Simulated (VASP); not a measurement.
# Quasiparticle energies of BAs in VASP, part 8 of 8

Aim: the quasiparticle gap of BAs, and what it costs to get it. The cell is of the zinc-blende type, one of the forms listed for this formula. The start is a cell from a database of measured crystal structures.

VASP 6.6.1, plane waves and PAW; the level of theory is named at each step.

So far, quasiparticle gap on the mesh (eV): step 3 (evGW0, evGW0 on PBE) 2.00; step 4 (evGW, evGW on PBE) 2.10; step 5 (QPGW0, QPGW0 on PBE) 2.04. Also gap on the k-mesh (eV): step 2 (empty bands, functional PBE) 1.26; step 6 (orbitals for another starting point, PBE) 1.26; step 7 (another starting point, HSE06) 1.95.

**9. G0W0**

This step: G0W0 on HSE06; plane waves and PAW (As_GW, B_GW) (VASP 6.6.1).

One pass of GW corrects the levels to first order, with G and W from the starting orbitals.

INCAR

```
SYSTEM = BAs
PREC = Accurate
ENCUT = 340
ISMEAR = 0
SIGMA = 0.01
LREAL = .FALSE.
LHFCALC = .TRUE.
AEXX = 0.25
GGA = PE
HFSCREEN = 0.2
LASPH = .TRUE.
NBANDS = 176
PRECFOCK = Fast
ALGO = EVGW0
NELMGW = 1
ENCUTGW = 200
NOMEGA = 64
NBANDSGW = 16
LWAVE = .FALSE.
LCHARG = .FALSE.
```

POSCAR

```
BAs
1.0
    0.0000000000      2.3885000000      2.3885000000
    2.3885000000      0.0000000000      2.3885000000
    2.3885000000      2.3885000000      0.0000000000
As B
1 1
Direct
    0.7500000000      0.7500000000      0.7500000000
    0.0000000000      0.0000000000      0.0000000000
```

KPOINTS

```
Automatic mesh
0
Gamma
6 6 6
0 0 0
```

Potentials, in the order of the species: As_GW and B_GW (PBE family, release 64).

The WAVECAR or CHGCAR of an earlier step is read.

Command:

```bash
> mpirun -np 8 vasp_std
```

The program printed:

```text
[banner, memory and clock lines left out]
running    8 mpi-ranks, on    1 nodes
 distrk:  each k-point on    8 cores,    1 groups
 distr:  one band on    1 cores,    8 groups

 POSCAR found type information on POSCAR AsB
 POSCAR found :  2 types and       2 ions
 [... a notice as in an earlier step ...]

 [... a notice as in an earlier step ...]

 LDA part: xc-table for (Slater+PW92), standard interpolation
 found WAVECAR, reading the header
 POSCAR, INCAR and KPOINTS ok, starting setup
 FFT: planning ... GRIDC
 FFT: planning ... GRID_SOFT
 FFT: planning ... GRID
 reading WAVECAR
 the WAVECAR file was read successfully
 initial charge from wavefunction
 available memory per node:     30.93 GB, setting MAXMEM to     31676

 The Fermi energy was updated, please check that it is located mid-gap
 values below the HOMO (VB) or above the LUMO (CB) will cause erroneous energies
 E-fermi :   6.7247

 calculate exact exchange contribution
 the WAVEDER file was read successfully
energies w=
    0.000    0.000    0.619    0.000    1.236    0.000    1.850    0.000
    2.461    0.000    3.066    0.000    3.665    0.000    4.257    0.000
    4.841    0.000    5.418    0.000    5.987    0.000    6.548    0.000
    7.102    0.000    7.647    0.000    8.186    0.000    8.719    0.000
    9.246    0.000    9.769    0.000   10.287    0.000   10.803    0.000
   11.316    0.000   11.829    0.000   12.342    0.000   12.857    0.000
   13.374    0.000   13.896    0.000   14.423    0.000   14.957    0.000
   15.500    0.000   16.053    0.000   16.619    0.000   17.199    0.000
   17.796    0.000   18.412    0.000   19.051    0.000   19.714    0.000
   20.407    0.000   21.133    0.000   21.896    0.000   22.702    0.000
   23.557    0.000   24.469    0.000   25.445    0.000   26.495    0.000
   27.632    0.000   28.869    0.000   30.224    0.000   31.716    0.000
   33.374    0.000   35.227    0.000   37.318    0.000   39.698    0.000
   42.436    0.000   45.621    0.000   49.377    0.000   53.874    0.000
   59.356    0.000   66.186    0.000   74.926    0.000   86.495    0.000
  102.515    0.000  126.124    0.000  164.304    0.000  236.371    0.000
 responsefunction array rank=     192
 LDA part: xc-table for (Slater+PW92), standard interpolation

 min. memory requirement per mpi rank    163.7 MB, per node   1309.4 MB

 allocating   8 responsefunctions rank=   192
 shmem allocating  64 responsefunctions rank=   192
 response function shared by NCSHMEM nodes    1
 Doing            8  frequencies on each core in blocks of           64
NQ=   1    0.0000    0.0000    0.0000,
|.........|.........|.........|.........|.........|.........|.........|.........
 performed        387000 updates of chi_q(r,r)
 total number of BLAS operations         88.50 Gflops
NQ=   2    0.1667    0.0000    0.0000,
|.........|.........|.........|.........|.........|.........|.........|.........
 performed       1157000 updates of chi_q(r,r)
 total number of BLAS operations        270.81 Gflops
NQ=   3    0.3333    0.0000    0.0000,
|.........|.........|.........|.........|.........|.........|.........|.........
 performed       1927000 updates of chi_q(r,r)
 total number of BLAS operations        451.00 Gflops
NQ=   4    0.5000    0.0000    0.0000,
|.........|.........|.........|.........|.........|.........|.........|.........
 performed       2562000 updates of chi_q(r,r)
 total number of BLAS operations        594.41 Gflops
NQ=   5    0.1667    0.1667    0.0000,
|.........|.........|.........|.........|.........|.........|.........|.........
 performed       3332000 updates of chi_q(r,r)
 total number of BLAS operations        770.42 Gflops
NQ=   6    0.3333    0.1667    0.0000,
|.........|.........|.........|.........|.........|.........|.........|.........
 performed       4586000 updates of chi_q(r,r)
 total number of BLAS operations       1088.44 Gflops
NQ=   7    0.5000    0.1667    0.0000,
|.........|.........|.........|.........|.........|.........|.........|.........
 performed       5840000 updates of chi_q(r,r)
 total number of BLAS operations       1406.46 Gflops
NQ=   8   -0.3333    0.1667    0.0000,
|.........|.........|.........|.........|.........|.........|.........|.........
 performed       7094000 updates of chi_q(r,r)
 total number of BLAS operations       1706.86 Gflops
NQ=   9   -0.1667    0.1667    0.0000,
|.........|.........|.........|.........|.........|.........|.........|.........
 performed       8168000 updates of chi_q(r,r)
 total number of BLAS operations       1961.15 Gflops
NQ=  10    0.3333    0.3333    0.0000,
|.........|.........|.........|.........|.........|.........|.........|.........
 performed       8938000 updates of chi_q(r,r)
 total number of BLAS operations       2147.73 Gflops
NQ=  11    0.5000    0.3333    0.0000,
|.........|.........|.........|.........|.........|.........|.........|.........
 performed      10192000 updates of chi_q(r,r)
 total number of BLAS operations       2465.75 Gflops
NQ=  12   -0.3333    0.3333    0.0000,
|.........|.........|.........|.........|.........|.........|.........|.........
 performed      11266000 updates of chi_q(r,r)
 total number of BLAS operations       2732.00 Gflops
NQ=  13    0.5000    0.5000    0.0000,
|.........|.........|.........|.........|.........|.........|.........|.........
 performed      11822000 updates of chi_q(r,r)
 total number of BLAS operations       2892.65 Gflops
NQ=  14    0.5000    0.3333    0.1667,
|.........|.........|.........|.........|.........|.........|.........|.........
 performed      13245000 updates of chi_q(r,r)
 total number of BLAS operations       3253.50 Gflops
NQ=  15   -0.3333    0.3333    0.1667,
|.........|.........|.........|.........|.........|.........|.........|.........
 performed      14578000 updates of chi_q(r,r)
 total number of BLAS operations       3599.15 Gflops
NQ=  16   -0.3333    0.5000    0.1667,
|.........|.........|.........|.........|.........|.........|.........|.........
 performed      15658000 updates of chi_q(r,r)
 total number of BLAS operations       3854.77 Gflops
 resolving degeneracies of screened two electron integrals

 calculate QP shifts <psi_nk| G(iteration)W_0 |psi_nk>: iteration 1
 entering main loop
```

Run time: 59 s. Hardware: 8 MPI ranks of AMD EPYC 9R45, shared host; peak memory 2.4 GiB.

Parts of OUTCAR (step 9):

```text
   NELECT =       8.0000    total number of electrons

 E-fermi :   6.7247

 QP shifts <psi_nk| G(iteration)W_0 |psi_nk>: iteration 1
 for sc-GW calculations column KS-energies equals QP-energies in previous step
 and V_xc(KS)=  KS-energies - (<T + V_ion + V_H > + <T+V_H+V_ion>^1  + <V_x>^1)
 k-point   1 :       0.0000    0.0000    0.0000
  band No.  KS-energies  QP-energies   sigma(KS)   V_xc(KS)     V^pw_x(r,r')   Z            occupation Imag(sigma)
      1     -11.1953     -10.7478     -12.9747     -13.6001     -19.5994       0.7155       2.0000       1.1334
      2       5.7493       5.3962     -13.4004     -12.9649     -14.1280       0.8107       2.0000       0.0354
      3       5.7493       5.3962     -13.4004     -12.9649     -14.1280       0.8107       2.0000       0.0354
      4       5.7493       5.3962     -13.4004     -12.9649     -14.1280       0.8107       2.0000       0.0354
      5       9.8779       9.8624     -10.9026     -10.8833      -6.6496       0.8058       0.0000      -0.0586
      6       9.8779       9.8624     -10.9026     -10.8833      -6.6496       0.8058       0.0000      -0.0586
      7       9.8779       9.8624     -10.9026     -10.8833      -6.6496       0.8058       0.0000      -0.0586
      8      11.5870      11.5825     -11.7438     -11.7380      -6.4932       0.7820       0.0000      -0.0846
    ...

 k-point   2 :       0.1667    0.0000    0.0000
  band No.  KS-energies  QP-energies   sigma(KS)   V_xc(KS)     V^pw_x(r,r')   Z            occupation Imag(sigma)
      1     -10.6962     -10.2598     -12.9904     -13.5929     -19.4583       0.7243       2.0000       1.0867
      2       2.5538       2.2958     -13.0175     -12.6920     -14.6613       0.7926       2.0000       0.0517
      3       5.0257       4.6999     -13.2473     -12.8440     -14.1547       0.8078       2.0000       0.0370
      4       5.0257       4.6999     -13.2473     -12.8440     -14.1547       0.8078       2.0000       0.0370
      5       9.9412       9.9028     -11.0569     -11.0090      -6.6064       0.8026       0.0000      -0.0637
      6      10.8274      10.7770     -11.0195     -10.9565      -6.4933       0.8001       0.0000      -0.0659
      7      10.8274      10.7770     -11.0195     -10.9565      -6.4933       0.8001       0.0000      -0.0659
      8      13.6032      13.4450     -11.5208     -11.3159      -5.8712       0.7721       0.0000      -0.1171
    ...

[... 8 parts as in an earlier step ...]

[... 8 further parts left out ...]
```

This step gave:

- quasiparticle gap on the mesh: 2.201 eV
- smallest direct quasiparticle gap on the mesh: 4.466 eV
- gap of the starting orbitals on the mesh: 1.951 eV

GW takes the gap from 1.951 to 2.201 eV. That is +294 meV against the one-shot pass on PBE. Spin-orbit coupling is left out. The value holds for 176 bands, ENCUTGW = 200 eV and this mesh, and isn't shown to be converged in them.

**10. Summary**

This step: GW series: evGW0 on PBE, evGW on PBE, QPGW0 on PBE, G0W0 on HSE06; plane waves and PAW (VASP 6.6.1).

No new run; the numbers come from the runs before.

Cost is wall time times ranks on a shared host, with the step that makes the empty bands. GW runs:

```
        level  bands  ENCUTGW (eV)  NOMEGA  k mesh  starting gap (eV)  quasiparticle gap (eV)  direct gap (eV)  cost (core minutes)
 evGW0 on PBE    176           200      64   6x6x6              1.265                   1.997            4.226                27.57
  evGW on PBE    176           200      64   6x6x6              1.265                   2.099            4.347                28.65
 QPGW0 on PBE    176           200      64   6x6x6              1.265                   2.043            4.263                86.52
G0W0 on HSE06    176           200      64   6x6x6              1.951                   2.201            4.466                 20.4
```

**11. Results**

| Quantity | Value |
| --- | --- |
| evGW0 on PBE, 176 bands, ENCUTGW 200 eV, NOMEGA 64, mesh 6×6×6 | 1.265 → 1.997 eV |
| evGW on PBE, 176 bands, ENCUTGW 200 eV, NOMEGA 64, mesh 6×6×6 | 1.265 → 2.099 eV |
| QPGW0 on PBE, 176 bands, ENCUTGW 200 eV, NOMEGA 64, mesh 6×6×6 | 1.265 → 2.043 eV |
| G0W0 on HSE06, 176 bands, ENCUTGW 200 eV, NOMEGA 64, mesh 6×6×6 | 1.951 → 2.201 eV |

What this shows: evGW0 gives a quasiparticle gap of 1.997 eV on the mesh, 0.73 eV over the PBE gap on the same mesh. Over the final values of the levels run here the gap spans 2.00 to 2.20 eV. In evGW0 the first pass, which is the one-shot result, gives 1.906 eV and pass 4 gives 1.997 eV; the last pass changed the gap by +2 meV, so the loop is converged. In evGW the first pass, which is the one-shot result, gives 1.906 eV and pass 4 gives 2.099 eV; the last pass changed the gap by +10 meV, so more passes would move it further. In QPGW0 the first pass gives 1.908 eV and pass 4 gives 2.043 eV; the last pass changed the gap by +20 meV, so more passes would move it further. One-shot gaps: 1.906 eV from PBE and 2.201 eV from HSE06. The starting gaps span 0.69 eV and the one-shot gaps 0.29 eV. Bands, response cutoff and mesh weren't tested for convergence, and band edges off the mesh aren't seen. Spin-orbit coupling is left out; with As in the cell it can split or shift band edges, by an amount that depends on which atoms form them and isn't tested here. Not tabulated here, as repeats of values shown or as unfit to read for their mesh, reference level or band range: eps2 curves (empty bands); eps1 curves and static values (empty bands); gaps (empty bands).

[Lines on the potential files, build, host, timing and source positions are cut from VASP's logs without a mark.]

[Logs are printed without paths, hosts, clocks, repeated set-up lines and the standing remarks that a program may print on its own settings, such as how far it seeks lower states.]

[Hosts, paths, dates, database ids (printed as entryN), source tags and the programs' standing remarks are cut or masked in the printed files.]

[Pressures printed for these runs are not shown converged in the cutoff: they can be off by several GPa and have the wrong sign.]
